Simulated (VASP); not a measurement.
Computed with PBE GGA, VASP's PBE PAW potentials (set 64) (plane waves; VASP).

A VASP calculation is set up with these files.

KPOINTS:
```
Automatic
0
Gamma
 5 5 5
0 0 0
```

**POSCAR**
```
Ge(SbTe2)2
13.9828160
  0.1512369182   0.0873166750   0.9846335674
 -0.1512369182   0.0873166750   0.9846335674
  0.0000000000  -0.1746333500   0.9846335674
Ge Sb Te
1 2 4
Cart
  0.0000000000   0.0000000000   0.0000000000
 -0.0000000000   0.0000000000   1.2622017700
 -0.0000000000  -0.0000000000   1.6916989321
  0.0000000000  -0.0000000000   0.3919826232
 -0.0000000000   0.0000000000   2.5619180789
  0.0000000000  -0.0000000000   0.8560404235
 -0.0000000000   0.0000000000   2.0978602786
```

**INCAR**
```
ALGO=Normal
EDIFF=1E-6
ENCUT=270
GGA=PE
ISIF=2
ISMEAR=-1
LASPH=.True.
LCHARG=.False.
LMAXMIX=4
LREAL=.False.
LWAVE=.False.
NELM=100
PREC=Accurate
SIGMA=0.1
SYSTEM=Ge(SbTe2)2
```

POTCAR, in this order: Ge_d Sb Te (PBE.64 set). Program: vasp_std.

Output

### OSZICAR
```
       N       E                     dE             d eps       ncg     rms          rms(c)
DAV:   1     0.265190970954E+03    0.26519E+03   -0.13326E+04  1092   0.124E+03
DAV:   2     0.867031223770E+01   -0.25652E+03   -0.24855E+03  1232   0.282E+02
DAV:   3    -0.245203946413E+02   -0.33191E+02   -0.31516E+02  1296   0.993E+01
DAV:   4    -0.261513477045E+02   -0.16310E+01   -0.15985E+01  1312   0.233E+01
DAV:   5    -0.262120720124E+02   -0.60724E-01   -0.60157E-01  1504   0.410E+00    0.108E+01
DAV:   6    -0.259617613540E+02    0.25031E+00   -0.86241E-01  1488   0.490E+00    0.684E+00
DAV:   7    -0.259982954044E+02   -0.36534E-01   -0.57320E-01  1364   0.380E+00    0.284E+00
DAV:   8    -0.259763151754E+02    0.21980E-01   -0.15869E-01  1440   0.219E+00    0.752E-01
DAV:   9    -0.259700106857E+02    0.63045E-02   -0.33702E-02  1268   0.914E-01    0.427E-01
DAV:  10    -0.259702262826E+02   -0.21560E-03   -0.63312E-03  1316   0.331E-01    0.362E-01
DAV:  11    -0.259704458026E+02   -0.21952E-03   -0.88510E-04  1220   0.156E-01    0.136E-01
DAV:  12    -0.259705091708E+02   -0.63368E-04   -0.18762E-04  1372   0.725E-02    0.731E-02
DAV:  13    -0.259705120847E+02   -0.29139E-05   -0.76228E-05  1352   0.392E-02    0.660E-02
DAV:  14    -0.259705124038E+02   -0.31906E-06   -0.12612E-05  1192   0.155E-02    0.236E-02
DAV:  15    -0.259705126159E+02   -0.21209E-06   -0.48078E-06  1120   0.103E-02
   1 F= -.25970513E+02 E0= -.25962094E+02  d E =-.168364E-01
```

File OUTCAR:
```
------------------------ aborting loop because EDIFF is reached ----------------------------------------
  FORCE on cell =-STRESS in cart. coord.  units (eV):
  Direction    XX          YY          ZZ          XY          YZ          ZX
  --------------------------------------------------------------------------------------
  Total        2.6833442      2.6833442      1.3473221      0.0000000     -0.0000000      0.0000000
  in kB       20.1568259     20.1568257     10.1208549      0.0000000     -0.0000000      0.0000000
  external PRESSURE =      16.8115022 kB  Pullay stress =       0.0000000 kB
  volume of cell :      213.29
      direct lattice vectors                 reciprocal lattice vectors
     2.114718000  1.220933000 13.767950000     0.236438144  0.136507627  0.024210818
    -2.114718000  1.220933000 13.767950000    -0.236438144  0.136507627  0.024210818
     0.000000000 -2.441866000 13.767950000     0.000000000 -0.273015254  0.024210818
 POSITION                                       TOTAL-FORCE (eV/Angst)
 -----------------------------------------------------------------------------------
      0.00000      0.00000      0.00000         0.000000      0.000000      0.000000
      0.00000      0.00000     17.64914         0.000000      0.000000     -0.992811
      0.00000      0.00000     23.65471         0.000000      0.000000      0.992811
      0.00000      0.00000      5.48102         0.000000      0.000000      0.700934
      0.00000      0.00000     35.82283         0.000000      0.000000     -0.700934
      0.00000      0.00000     11.96986         0.000000      0.000000      0.212906
      0.00000      0.00000     29.33399         0.000000     -0.000000     -0.212906
 -----------------------------------------------------------------------------------
    total drift:                                0.000000      0.000000      0.000000
  FREE ENERGIE OF THE ION-ELECTRON SYSTEM (eV)
  ---------------------------------------------------
  free  energy   TOTEN  =       -25.9705126159 eV

  energy  without entropy=      -25.9536762067  energy(sigma->0) =      -25.96209441
```
(Selected blocks of OUTCAR.)

At this cut-off the stress carries a Pulay error, which pulls relaxed volumes low.

The structure was generated: GeSb2Te4 was put into an ordered model structure, which need not be its known phase. The cell was not relaxed at this level. The run is one of a series of settings (ENCUT = 270 against the base run), some of them coarse on purpose.
